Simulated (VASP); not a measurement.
A run of VASP 6.6.1:

INCAR

```
PREC = Accurate
ENCUT = 520
EDIFF = 1E-7
ISMEAR = 1
SIGMA = 0.01
LREAL = False
LASPH = True
NELM = 100
ALGO = Normal
ISIF = 2
LWAVE = False
LCHARG = False
NBANDS = 16
```

Contents of KPOINTS:

```
Automatic mesh
0
Gamma
  6 6 6
```

Contents of POSCAR:

```
LaTe
1.0
    3.9360920000      0.0000000000      0.0000000000
    0.0000000000      3.9360920000      0.0000000000
    0.0000000000      0.0000000000      3.9360920000
La Te
1 1
Direct
    0.0000000000      0.0000000000      0.0000000000
    0.5000000000      0.5000000000      0.5000000000
```

Potentials or basis: VASP PAW LDA potentials, release 64 (La, Te).

Run with:

```sh
$ cat potpaw_LDA.64/La/POTCAR potpaw_LDA.64/Te/POTCAR > POTCAR
$ mpirun -np 1 vasp_std > vasp.out
```

Hardware: 1 thread of Intel(R) Xeon(R) 6975P-C (Granite Rapids), with other jobs on the host.

Problem. How long does it take, and how much memory?

Solution. It took 7.8 s on 1 thread of Intel(R) Xeon(R) 6975P-C (Granite Rapids), on a shared host, peak memory 0.17 GiB. Counts: scf iterations 12, k points 20.
